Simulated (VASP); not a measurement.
Input:

```xyz
2
Lattice="0.0000 2.7846 2.7846 2.7846 0.0000 2.7846 2.7846 2.7846 0.0000" Properties=species:S:1:pos:R:3 pbc="T T T"
Mg     0.0000     0.0000     0.0000
Se     2.7846     2.7846     2.7846
```

Computed with PBE GGA, VASP's PBE PAW potentials (set 64) (plane waves; VASP). Run with 400 eV cut-off, KSPACING 0.3 per Å, Gaussian smearing of 0.050 eV, potentials Mg Se.

Give the stress tensor in GPa (positive for a compressed cell).

```
-2.00   0.00   0.00
 0.00  -2.00   0.00
 0.00   0.00  -2.00
```
The pressure is its mean diagonal, -2.00 GPa.

The compound is MgSe in the rock salt structure. The cell was not relaxed at this level. The run is one of a series of settings (KGAMMA = .TRUE., KSPACING = 0.3, KPOINTS file removed against the base run), some of them coarse on purpose.
